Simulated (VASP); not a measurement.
ZnSe (zinc blende) is relaxed at rising pressure, each step from the one before. Symmetry mostly holds the structure type, and other phases were not tried. The mesh follows the cell, and a change of mesh leaves a small step in the series.

Consider the following.

```xyz
2
Lattice="0.0000 2.8706 2.8706 2.8706 0.0000 2.8706 2.8706 2.8706 0.0000" Properties=species:S:1:pos:R:3 pbc="T T T"
Zn     0.0000     0.0000     0.0000
Se     1.4353     1.4353     1.4353
```

Level of theory: PBE GGA, VASP's PBE PAW potentials (set 64) (plane waves; VASP). Numerical set-up: 500 eV cut-off, 8×8×8 Γ-centred mesh, Gaussian smearing of 0.050 eV, potentials Zn Se.

```csv
P (GPa),V (Å³/atom),H − H(0) (eV/atom),space group,k-mesh
0,23.65,0.000,F-43m,8×8×8
5,___,___,F-43m,8×8×8
10,20.74,1.374,F-43m,8×8×8
20,19.04,2.611,F-43m,9×9×9
30,___,___,F-43m,9×9×9
45,16.58,5.369,F-43m,9×9×9
```

Question: Fill in the missing entries.

Answer: 
- 5, V (Å³/atom): 21.94
- 5, H − H(0) (eV/atom): 0.709
- 30, V (Å³/atom): 17.86
- 30, H − H(0) (eV/atom): 3.761

Pressures at which the relaxation failed are left out.

The compound is ZnSe in the zinc blende structure.
